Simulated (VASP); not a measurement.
# LiCuSn2: single point with PBE

LiCuSn2:

```
CELL_PARAMETERS angstrom
4.23943 0.00000 0.00000
-2.11972 3.67146 0.00000
0.00000 0.00000 5.51097
ATOMIC_POSITIONS crystal
Li 0.00000 0.00000 0.50000
Cu 0.00000 0.00000 0.00000
Sn 0.33333 0.66667 0.19932
Sn 0.66667 0.33333 0.80068
```

The cell comes from a database or a generator and needn't be the stable form of this composition.

The cell isn't the ideal one: cell and atoms relaxed tightly for response.

* Program: VASP 6.6.1
* Task: single point
* Functional: PBE
* Potentials or basis: VASP PAW PBE potentials, release 64 (Li_sv, Cu, Sn_d)
* Cutoff: 520 eV
* k mesh: 12 × 12 × 8
* Occupations: fermi-dirac, width 0.15 eV
* Spin: no spin polarisation
* Dipole correction: no
* Further INCAR settings: ALGO = Fast; EDIFF = 1e-06; NBANDS = 29

| Property | Result |
| --- | --- |
| Largest force | 0.022 eV/Å |
| Band gap on the k mesh | none (metal or under the smearing width) |

Forces on the atoms (eV/Å):
```
Li   0.000  0.000  0.000
Cu   0.000  0.000  0.000
Sn   0.000  0.000  0.022
Sn   0.000  0.000 -0.022
```

Levels at points of the mesh, in eV from the Fermi level:
```csv
k point,band 19,band 20,band 21,band 22,band 23,band 24
"(0.00, 0.00, 0.00)",-2.09,1.52,1.52,1.93,1.93,3.18
"(0.50, 0.00, 0.00)",-1.89,-1.77,-1.50,-0.75,1.48,2.67
"(0.00, 0.00, 0.50)",1.06,1.71,1.74,1.74,2.23,2.23
"(0.50, 0.00, 0.50)",-3.00,-2.75,-0.93,1.37,1.67,1.95
```

Run time: 7 min on 1 thread of Intel(R) Xeon(R) Platinum 8559C (Emerald Rapids), on a shared host, peak memory 0.42 GiB.
